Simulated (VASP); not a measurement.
Given:

```xyz
6
Lattice="4.1800 0.0000 0.0000 0.0000 4.1800 0.0000 0.0000 0.0000 2.6700" Properties=species:S:1:pos:R:3 pbc="T T T"
Si     0.0000     0.0000     0.0000
Si     2.0900     2.0900     1.3350
O      1.2791     1.2791     0.0000
O      3.3691     0.8109     1.3350
O      0.8109     3.3691     1.3350
O      2.9009     2.9009     0.0000
```

All values below come from PBE GGA, VASP's PBE PAW potentials (set 64) (plane waves; VASP). Numerical set-up: 400 eV cut-off, 4×4×6 Γ-centred mesh, Fermi-Dirac smearing of 0.010 eV, potentials Si O.

At this cut-off the stress carries a Pulay error, which pulls relaxed volumes low.

Which forces act on the atoms, in eV/Å?

```
atom      Fx      Fy     Fz
----  ------  ------  -----
Si1    0.000   0.000  0.000
Si2    0.000   0.000  0.000
O3    -0.055  -0.055  0.000
O4    -0.055   0.055  0.000
O5     0.055  -0.055  0.000
O6     0.055   0.055  0.000
```

Give the stress tensor in GPa (positive for a compressed cell).

```
1.20  0.00  0.00
0.00  1.20  0.00
0.00  0.00  3.08
```
The pressure is its mean diagonal, 1.83 GPa.

The structure is a typed SiO2 crystal. The cell was not relaxed at this level.
